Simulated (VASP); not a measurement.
```
WC
1.0
    1.45050    -2.51234     0.00000
    1.45050     2.51234     0.00000
    0.00000     0.00000     2.83187
W C
1 1
Direct
  0.00000   0.00000   0.00000
  0.33333   0.66667   0.50000
```

The numbers are results of PBEsol GGA, VASP's PBE PAW potentials (set 64) (plane waves; VASP), not measurements. Numerical set-up: 620 eV cut-off, 14×14×13 Γ-centred mesh, first-order Methfessel-Paxton smearing of 0.10 eV, potentials W_sv C.

Problem. The ions, cell shape and volume at an external pressure of 5.0 GPa are relaxed. Give the cell that the relaxation ends in.

Solution. 
```
WC
1.0
    1.44428    -2.50156     0.00000
    1.44428     2.50156     0.00000
    0.00000     0.00000     2.82234
W C
1 1
Direct
  0.00000   0.00000   0.00000
  0.33333   0.66667   0.50000
```
Space group P-6m2 (187), at a tolerance of 0.03 Å.

Problem. How do energy and volume change from the first to the last step?

Solution. The energy (σ→0) changes by +1.8 meV/atom and the volume by -1.2 %, in 7 ionic steps.

The compound is WC in the wc structure. This run relaxes it under an external pressure of 5 GPa. Symmetry was kept, so distortions that lower it aren't found.
